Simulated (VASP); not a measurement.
All values below come from PBE GGA, VASP's PBE PAW potentials (set 64) (plane waves; VASP 6.6.1).

A VASP calculation is set up with these files.

**POSCAR**
```
SnO
1
    3.6790150000     0.0000000000     0.0000000000
    0.0000000000     3.6790150000     0.0000000000
    0.0000000000     0.0000000000    16.2253540000
Sn O
2 2
Direct
  0.5000000000   0.0000000000   0.5685760000
  0.0000000000   0.5000000000   0.4314240000
  0.0000000000   0.0000000000   0.5000000000
  0.5000000000   0.5000000000   0.5000000000
```

**INCAR**
```
# general
SYSTEM   = SnO
PREC     = Accurate
ENCUT    = 400
LREAL    = .False.
LASPH    = .True.

# electronic loop
EDIFF    = 1E-8
NELM     = 100
ALGO     = Normal
LMAXMIX  = 4

# smearing
ISMEAR   = 0
SIGMA    = 0.05

# functional
GGA      = PE

# ions
IBRION   = 8
NSW      = 1
ISIF     = 2

# output
LWAVE    = .False.
LCHARG   = .False.

# other
LEPSILON = .True.
```

### KPOINTS
```
Automatic mesh
0
Gamma
5 5 1
0 0 0
```

POTCAR, in this order: Sn_d O (PBE.64 set). Program: vasp_std.

The cell holds a wide vacuum, so values per volume refer to the whole cell.

### Question
Estimate the energy per atom (σ→0), largest force.

### Answer

```yaml
energy per atom (σ→0): -534.3 kJ/mol of atoms
largest_force: 2.666 eV/Å
```

File OSZICAR:
```
...
RMM:  10    -0.382160708798E+00   -0.13350E-05   -0.26026E-07   804   0.108E-03    0.241E-04
RMM:  11    -0.382159782338E+00    0.92646E-06   -0.32715E-07   760   0.101E-03    0.112E-04
RMM:  12    -0.382160066629E+00   -0.28429E-06   -0.31815E-07   755   0.456E-04    0.536E-05
RMM:  13    -0.382160431051E+00   -0.36442E-06    0.80756E-07   811   0.282E-04    0.240E-05
RMM:  14    -0.382160391888E+00    0.39163E-07   -0.11659E-07   774   0.120E-04    0.107E-05
RMM:  15    -0.382160348873E+00    0.43015E-07   -0.82010E-10   769   0.513E-05    0.283E-06
RMM:  16    -0.382160356356E+00   -0.74829E-08    0.91576E-08   777   0.304E-05    0.158E-06
 Linear response finished
```

The cell is a sheet with vacuum, built from a generated structure.
